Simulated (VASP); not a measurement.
Computed with TPSS meta-GGA, VASP's PBE PAW potentials (set 64) (plane waves; VASP 6.6.1).

A VASP calculation is set up with these files.

POSCAR:
```
CsPbBr3
1
    6.0761603705     0.0000000000     0.0000000000
    0.0000000000     6.0761603705     0.0000000000
    0.0000000000     0.0000000000     6.0761603705
Cs Pb Br
1 1 3
Direct
  0.0000000000   0.0000000000   0.0000000000
  0.5000000000   0.5000000000   0.5000000000
  0.5000000000   0.0000000000   0.5000000000
  0.0000000000   0.5000000000   0.5000000000
  0.5000000000   0.5000000000   0.0000000000
```

File KPOINTS:
```
Automatic mesh
0
Gamma
4 4 4
0 0 0
```

INCAR:
```
# general
SYSTEM  = CsPbBr3
PREC    = Accurate
ENCUT   = 520
LREAL   = F
LASPH   = T

# electronic loop
EDIFF   = 1E-7
NELM    = 100
ALGO    = Normal
LMAXMIX = 4
LMIXTAU = T

# smearing
ISMEAR  = 0
SIGMA   = 0.05

# functional
METAGGA = TPSS

# ions
ISIF    = 2

# output
LWAVE   = F
LCHARG  = F
```

POTCAR, in this order: Cs_sv Pb_d Br (PBE.64 set). Program: vasp_std.

Output of the run:

File OUTCAR:
```
 ion  position               nearest neighbor table
   1  0.000  0.000  0.000-
   2  0.500  0.500  0.500-   3 3.04   4 3.04   5 3.04   5 3.04   3 3.04   4 3.04
   3  0.500  0.000  0.500-   2 3.04   2 3.04
   4  0.000  0.500  0.500-   2 3.04   2 3.04
   5  0.500  0.500  0.000-   2 3.04   2 3.04
  LATTYP: Found a simple cubic cell.
 ALAT       =     6.0761603705
 Subroutine PRICEL returns:
 Original cell was already a primitive cell.
 Subroutine GETGRP returns: Found 48 space group operations
The static configuration has the point symmetry O_h .
The dynamic configuration has the point symmetry O_h .
 Subroutine INISYM returns: Found 48 space group operations
 Subroutine IBZKPT returns following result:
 Found     10 irreducible k-points:

 Following reciprocal coordinates:
            Coordinates               Weight
  0.000000  0.000000  0.000000      1.000000
  0.250000  0.000000  0.000000      6.000000
  0.500000  0.000000  0.000000      3.000000
  0.250000  0.250000  0.000000     12.000000
  0.500000  0.250000  0.000000     12.000000
  0.500000  0.500000  0.000000      3.000000
  0.250000  0.250000  0.250000      8.000000
  0.500000  0.250000  0.250000     12.000000
  0.500000  0.500000  0.250000      6.000000
  0.500000  0.500000  0.500000      1.000000
   k-points           NKPTS =     10   k-points in BZ     NKDIM =     10   number of bands    NBANDS=     26
   number of dos      NEDOS =    301   number of ions     NIONS =      5
   total plane-waves  NPLWV = 110592
   dimension x,y,z NGX =    48 NGY =   48 NGZ =   48
   dimension x,y,z NGXF=    96 NGYF=   96 NGZF=   96
   ions per type =               1   1   3
   PREC   = accura    normal or accurate (medium, high low for compatibility)
   ISTART =      0    job   : 0-new  1-cont  2-samecut
   ICHARG =      2    charge: 1-file 2-atom 10-const
   ISPIN  =      1    spin polarized calculation?
   LNONCOLLINEAR =      F non collinear calculations
   LSORBIT =      F    spin-orbit coupling
   INIWAV =      1    electr: 0-lowe 1-rand  2-diag
   ENCUT  =  520.0 eV  38.22 Ry    6.18 a.u.  11.30 11.30 11.30*2*pi/ulx,y,z
   NELM   =    100;   NELMIN=  2; NELMDL= -5     # of ELM steps
   EDIFF  = 0.1E-06   stopping-criterion for ELM
   LREAL  =      F    real-space projection
   NLSPLINE    = F    spline interpolate recip. space projectors
   LMAXMIX     =    4 max onsite mixed and CHGCAR
   VOSKOWN=      0    Vosko Wilk Nusair interpolation
   EDIFFG = 0.1E-05   stopping-criterion for IOM
   NSW    =      0    number of steps for IOM
   NBLOCK =      1;   KBLOCK =      1    inner block; outer block
   IBRION =     -1    ionic relax: 0-MD 1-quasi-New 2-CG
   NFREE  =      0    steps in history (QN), initial steepest desc. (CG)
   ISIF   =      2    stress and relaxation
   ISYM   =      2    0-nonsym 1-usesym 2-fastsym
   TEIN   =    0.0    initial temperature
   TEBEG  =    0.0;   TEEND  =   0.0 temperature during run
   SMASS  =  -3.00    Nose mass-parameter (am)
   PSTRESS=    0.0 pullay stress
   NELECT =      44.0000    total number of electrons
   EFERMI =   0.00;   METHOD = LEGACY
   ISMEAR =     0;   SIGMA  =   0.05  broadening in eV -4-tet -1-fermi 0-gaus
   IALGO  =     38    algorithm
   LDIAG  =      T    sub-space diagonalisation (order eigenvalues)
   IMIX   =      4    mixing-type and parameters
     AMIX     =   0.40;   BMIX     =  1.00
     AMIX_MAG =   1.60;   BMIX_MAG =  1.00
     AMIN     =   0.10
   METAGGA = TPSS    functional components
   VOSKOWN =     0    Vosko Wilk Nusair interpolation
   LHFCALC =     F    Hartree Fock is set to
   LHFONE  =     F    Hartree Fock one center treatment
   AEXX    =    0.0000 exact exchange contribution
   IVDW    =     0    specifies the selected vdW correction
...
```

**OSZICAR**
```
       N       E                     dE             d eps       ncg     rms          rms(c)
DAV:   1     0.364206064534E+03    0.36421E+03   -0.18595E+04   520   0.148E+03
DAV:   2    -0.553518187066E+01   -0.36974E+03   -0.36393E+03   668   0.327E+02
DAV:   3    -0.486484476308E+02   -0.43113E+02   -0.42675E+02   590   0.122E+02
DAV:   4    -0.503942636298E+02   -0.17458E+01   -0.17416E+01   680   0.338E+01
DAV:   5    -0.504379482049E+02   -0.43685E-01   -0.43661E-01   630   0.396E+00    0.354E+00
DAV:   6    -0.502983266391E+02    0.13962E+00   -0.36398E+00   676   0.246E+01    0.273E+00
DAV:   7    -0.475114928809E+02    0.27868E+01   -0.15075E+00   598   0.149E+01    0.116E+00
DAV:   8    -0.482647283736E+02   -0.75324E+00   -0.63861E-01   588   0.761E+00    0.838E-01
DAV:   9    -0.483462607973E+02   -0.81532E-01   -0.21015E-02   642   0.136E+00    0.641E-01
DAV:  10    -0.307498035061E+07   -0.30749E+07   -0.30182E+07   936   0.294E+03    0.288E+02
DAV:  11     0.121324571845E+04    0.30762E+07   -0.70223E+04   638   0.218E+03    0.177E+02
DAV:  12     0.266302661756E+03   -0.94694E+03   -0.96190E+03   758   0.540E+02    0.168E+02
DAV:  13    -0.561535640309E+01   -0.27192E+03   -0.27192E+03   810   0.207E+02    0.236E+01
DAV:  14    -0.460374884391E+02   -0.40422E+02   -0.38475E+02   696   0.774E+01    0.313E+00
DAV:  15    -0.479476823187E+02   -0.19102E+01   -0.22795E+01   582   0.198E+01    0.242E+00
DAV:  16    -0.486210420856E+02   -0.67336E+00   -0.76604E-01   694   0.661E+00    0.161E+00
DAV:  17    -0.484800226357E+02    0.14102E+00   -0.11637E-01   586   0.260E+00    0.149E+00
DAV:  18    -0.484706407016E+02    0.93819E-02   -0.43592E-03   790   0.451E-01    0.148E+00
DAV:  19    -0.484848386054E+02   -0.14198E-01   -0.54609E-03   564   0.583E-01    0.130E+00
DAV:  20    -0.484734358611E+02    0.11403E-01   -0.85836E-03   572   0.581E-01    0.103E+00
DAV:  21    -0.484736253679E+02   -0.18951E-03   -0.29467E-04   646   0.144E-01    0.996E-01
DAV:  22    -0.484744842066E+02   -0.85884E-03   -0.41046E-04   564   0.194E-01    0.965E-01
DAV:  23    -0.484721175091E+02    0.23667E-02   -0.10281E-03   540   0.262E-01    0.766E-01
DAV:  24    -0.484716718800E+02    0.44563E-03   -0.62066E-05   644   0.517E-02    0.737E-01
DAV:  25    -0.484718842778E+02   -0.21240E-03   -0.91836E-05   552   0.959E-02    0.716E-01
DAV:  26    -0.484691998426E+02    0.26844E-02   -0.50112E-04   600   0.134E-01    0.613E-01
DAV:  27    -0.484690899438E+02    0.10990E-03   -0.17173E-04   536   0.933E-02    0.575E-01
DAV:  28    -0.484653371663E+02    0.37528E-02   -0.16215E-03   530   0.286E-01    0.482E-01
DAV:  29    -0.484612403178E+02    0.40968E-02   -0.26966E-03   550   0.304E-01    0.359E-01
DAV:  30    -0.484610716235E+02    0.16869E-03   -0.43826E-04   552   0.134E-01    0.367E-01
DAV:  31    -0.484606314678E+02    0.44016E-03   -0.10990E-04   536   0.908E-02    0.368E-01
DAV:  32    -0.484610910354E+02   -0.45957E-03   -0.61487E-05   530   0.700E-02    0.367E-01
DAV:  33    -0.484607019185E+02    0.38912E-03   -0.95075E-06   568   0.273E-02    0.367E-01
DAV:  34    -0.484610915860E+02   -0.38967E-03   -0.14669E-05   528   0.356E-02    0.366E-01
DAV:  35    -0.484610965709E+02   -0.49849E-05   -0.65883E-06   528   0.257E-02    0.366E-01
DAV:  36    -0.484613516751E+02   -0.25510E-03   -0.97758E-06   520   0.292E-02    0.365E-01
DAV:  37    -0.484612356795E+02    0.11600E-03   -0.19488E-06   452   0.138E-02    0.365E-01
DAV:  38    -0.484614303047E+02   -0.19463E-03   -0.32899E-06   464   0.179E-02    0.365E-01
DAV:  39    -0.484631627121E+02   -0.17324E-02   -0.41613E-04   524   0.158E-01    0.351E-01
DAV:  40    -0.484631652671E+02   -0.25550E-05   -0.15469E-04   524   0.118E-01    0.339E-01
DAV:  41    -0.484630089723E+02    0.15629E-03   -0.61507E-06   696   0.209E-02    0.338E-01
DAV:  42    -0.484626043215E+02    0.40465E-03   -0.42821E-05   526   0.654E-02    0.335E-01
DAV:  43    -0.484586755712E+02    0.39288E-02   -0.33168E-03   520   0.516E-01    0.309E-01
DAV:  44    -0.484582994834E+02    0.37609E-03   -0.49503E-05   582   0.527E-02    0.306E-01
DAV:  45    -0.484573345849E+02    0.96490E-03   -0.11845E-04   522   0.878E-02    0.303E-01
DAV:  46    -0.484555125235E+02    0.18221E-02   -0.32239E-04   520   0.145E-01    0.296E-01
DAV:  47    -0.484546761944E+02    0.83633E-03   -0.75226E-05   536   0.723E-02    0.293E-01
DAV:  48    -0.484543805415E+02    0.29565E-03   -0.22533E-05   576   0.404E-02    0.291E-01
DAV:  49    -0.484535296239E+02    0.85092E-03   -0.46887E-05   520   0.584E-02    0.286E-01
DAV:  50    -0.484534416452E+02    0.87979E-04   -0.91434E-07   618   0.723E-03    0.286E-01
DAV:  51    -0.484535149985E+02   -0.73353E-04   -0.35583E-06   528   0.126E-02    0.286E-01
DAV:  52    -0.484533999018E+02    0.11510E-03   -0.70485E-07   446   0.749E-03    0.286E-01
DAV:  53    -0.484535650285E+02   -0.16513E-03   -0.24719E-06   520   0.125E-02    0.281E-01
DAV:  54    -0.484540799161E+02   -0.51489E-03   -0.89418E-06   520   0.260E-02    0.270E-01
DAV:  55    -0.484549666017E+02   -0.88669E-03   -0.52587E-05   520   0.702E-02    0.255E-01
DAV:  56    -0.484594243436E+02   -0.44577E-02   -0.56970E-03   530   0.707E-01    0.453E-02
DAV:  57    -0.484599100852E+02   -0.48574E-03   -0.52395E-04   524   0.210E-01    0.344E-02
DAV:  58    -0.484597654488E+02    0.14464E-03   -0.88176E-05   538   0.991E-02    0.241E-02
DAV:  59    -0.484598183479E+02   -0.52899E-04   -0.85591E-05   520   0.908E-02    0.243E-02
DAV:  60    -0.484598429490E+02   -0.24601E-04   -0.26005E-06   554   0.156E-02    0.245E-02
DAV:  61    -0.484598275972E+02    0.15352E-04   -0.13354E-04   524   0.100E-01    0.196E-02
DAV:  62    -0.484598937823E+02   -0.66185E-04   -0.25921E-06   570   0.128E-02    0.197E-02
DAV:  63    -0.484597277675E+02    0.16601E-03   -0.94535E-06   526   0.201E-02    0.225E-02
DAV:  64    -0.484599180706E+02   -0.19030E-03   -0.14780E-04   520   0.119E-01    0.248E-02
DAV:  65    -0.484599182239E+02   -0.15335E-06   -0.98423E-06   532   0.280E-02    0.278E-02
DAV:  66    -0.484598066049E+02    0.11162E-03   -0.12764E-04   524   0.102E-01    0.271E-02
DAV:  67    -0.484598013837E+02    0.52212E-05   -0.10640E-06   600   0.684E-03    0.274E-02
DAV:  68    -0.484597812242E+02    0.20159E-04   -0.14026E-06   444   0.114E-02    0.283E-02
DAV:  69    -0.484602322161E+02   -0.45099E-03   -0.23870E-04   532   0.109E-01    0.275E-02
DAV:  70    -0.484605744759E+02   -0.34226E-03   -0.44147E-04   524   0.211E-01    0.386E-02
DAV:  71    -0.484609017955E+02   -0.32732E-03   -0.13536E-04   574   0.988E-02    0.353E-02
DAV:  72    -0.484609082918E+02   -0.64963E-05   -0.16230E-04   520   0.129E-01    0.307E-02
DAV:  73    -0.484609615792E+02   -0.53287E-04   -0.25103E-05   528   0.351E-02    0.298E-02
DAV:  74    -0.484609836264E+02   -0.22047E-04   -0.25683E-05   558   0.350E-02    0.234E-02
DAV:  75    -0.484610156289E+02   -0.32002E-04   -0.34982E-05   550   0.496E-02    0.134E-02
DAV:  76    -0.484610189456E+02   -0.33167E-05   -0.88025E-06   538   0.243E-02    0.833E-03
DAV:  77    -0.484609845763E+02    0.34369E-04   -0.15845E-05   524   0.332E-02    0.484E-03
DAV:  78    -0.484610218985E+02   -0.37322E-04   -0.16137E-06   512   0.112E-02    0.194E-03
DAV:  79    -0.484610218254E+02    0.73026E-07   -0.22904E-07   458   0.370E-03
   1 F= -.48461022E+02 E0= -.48461022E+02  d E =-.295444E-14
```

### OUTCAR
```
------------------------ aborting loop because EDIFF is reached ----------------------------------------
  FORCE on cell =-STRESS in cart. coord.  units (eV):
  Direction    XX          YY          ZZ          XY          YZ          ZX
  --------------------------------------------------------------------------------------
  Total       -0.7217752     -0.7217752     -0.7217752      0.0000000      0.0000000      0.0000000
  in kB       -5.1549548     -5.1549548     -5.1549548      0.0000000      0.0000000      0.0000000
  external PRESSURE =      -5.1549548 kB  Pullay stress =       0.0000000 kB
  volume of cell :      224.33
      direct lattice vectors                 reciprocal lattice vectors
     6.076160371  0.000000000  0.000000000     0.164577618  0.000000000  0.000000000
     0.000000000  6.076160371  0.000000000     0.000000000  0.164577618  0.000000000
     0.000000000  0.000000000  6.076160371     0.000000000  0.000000000  0.164577618
 POSITION                                       TOTAL-FORCE (eV/Angst)
 -----------------------------------------------------------------------------------
      0.00000      0.00000      0.00000         0.000000      0.000000      0.000000
      3.03808      3.03808      3.03808         0.000000      0.000000      0.000000
      3.03808      0.00000      3.03808         0.000000      0.000000      0.000000
      0.00000      3.03808      3.03808         0.000000      0.000000      0.000000
      3.03808      3.03808      0.00000         0.000000      0.000000      0.000000
 -----------------------------------------------------------------------------------
    total drift:                                0.000000     -0.000000     -0.000000
  FREE ENERGIE OF THE ION-ELECTRON SYSTEM (eV)
  ---------------------------------------------------
  free  energy   TOTEN  =       -48.4610218254 eV

  energy  without entropy=      -48.4610218254  energy(sigma->0) =      -48.46102183
```
(Selected blocks of OUTCAR.)

The compound is CsPbBr3 in the cubic perovskite structure, the ideal cubic form; the compound distorts at low or room temperature. This cell is one point of a volume scan, at 1.03 of the reference volume.
